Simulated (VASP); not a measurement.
Output of a VASP run:

**OSZICAR**
```
       N       E                     dE             d eps       ncg     rms          rms(c)
DAV:   1     0.719595760075E+02    0.71960E+02   -0.60464E+03   646   0.951E+02
DAV:   2    -0.228040315686E+00   -0.72188E+02   -0.67726E+02   685   0.217E+02
DAV:   3    -0.559195692994E+01   -0.53639E+01   -0.53367E+01   767   0.629E+01
DAV:   4    -0.573340998851E+01   -0.14145E+00   -0.14140E+00   832   0.111E+01
DAV:   5    -0.573565504788E+01   -0.22451E-02   -0.22450E-02   745   0.127E+00    0.143E+00
RMM:   6    -0.567787248470E+01    0.57783E-01   -0.62615E-02   640   0.179E+00    0.941E-01
RMM:   7    -0.566840163531E+01    0.94708E-02   -0.75716E-02   638   0.151E+00    0.469E-01
RMM:   8    -0.566908759628E+01   -0.68596E-03   -0.46786E-03   649   0.962E-01    0.986E-02
RMM:   9    -0.566891332588E+01    0.17427E-03   -0.11462E-03   699   0.345E-01    0.410E-02
RMM:  10    -0.566893423434E+01   -0.20908E-04   -0.22827E-04   780   0.174E-01    0.430E-02
RMM:  11    -0.566893697834E+01   -0.27440E-05   -0.26810E-05   551   0.512E-02
   1 F= -.56689370E+01 E0= -.56689370E+01  d E =-.566894E+01
```

File OUTCAR:
```
------------------------ aborting loop because EDIFF is reached ----------------------------------------
  FORCE on cell =-STRESS in cart. coord.  units (eV):
  Direction    XX          YY          ZZ          XY          YZ          ZX
  --------------------------------------------------------------------------------------
  Total       -0.1239944     -0.1239944     -0.1239944      0.0000000      0.0000000      0.0000000
  in kB       -3.0182268     -3.0182268     -3.0182268      0.0000000      0.0000000      0.0000000
  external PRESSURE =      -3.0182268 kB  Pullay stress =       0.0000000 kB
  volume of cell :       65.82
      direct lattice vectors                 reciprocal lattice vectors
     0.000000000  3.204623042  3.204623042    -0.156024591  0.156024591  0.156024591
     3.204623042  0.000000000  3.204623042     0.156024591 -0.156024591  0.156024591
     3.204623042  3.204623042  0.000000000     0.156024591  0.156024591 -0.156024591
  FREE ENERGIE OF THE ION-ELECTRON SYSTEM (eV)
  ---------------------------------------------------
  free  energy   TOTEN  =        -5.6689369783 eV

  energy  without entropy=       -5.6689369783  energy(sigma->0) =       -5.66893698

 reached required accuracy - stopping structural energy minimisation
```
(Selected blocks of OUTCAR.)

**POSCAR**
```
NaI
1
   -0.0000000000     3.2046230422     3.2046230422
    3.2046230422    -0.0000000000     3.2046230422
    3.2046230422     3.2046230422    -0.0000000000
Na I
1 1
Direct
  0.0000000000   0.0000000000   0.0000000000
  0.5000000000   0.5000000000   0.5000000000
```

Task: Write an INCAR and KPOINTS that could have produced this output.

Result: Several could match; the one computed here: the input of the run itself, PBEsol GGA, plane waves, VASP's PBE PAW potentials (set 64).

**INCAR**
```
SYSTEM=NaI
PREC=Normal; ENCUT=400; LREAL=.False.
LASPH=.True.
EDIFF=1E-5; NELM=100; NELMIN=4
ALGO=Fast; LMAXMIX=4
ISMEAR=0; SIGMA=0.05
GGA=PS
IBRION=2; NSW=20; ISIF=2
EDIFFG=-0.03
LWAVE=.False.; LCHARG=.False.
```

File KPOINTS:
```
kpoints
0
Gamma
8 8 8
```

POTCAR, in this order: Na_pv I (PBE.64 set). Program: vasp_std.

The compound is NaI in the rock salt structure. It was relaxed first.
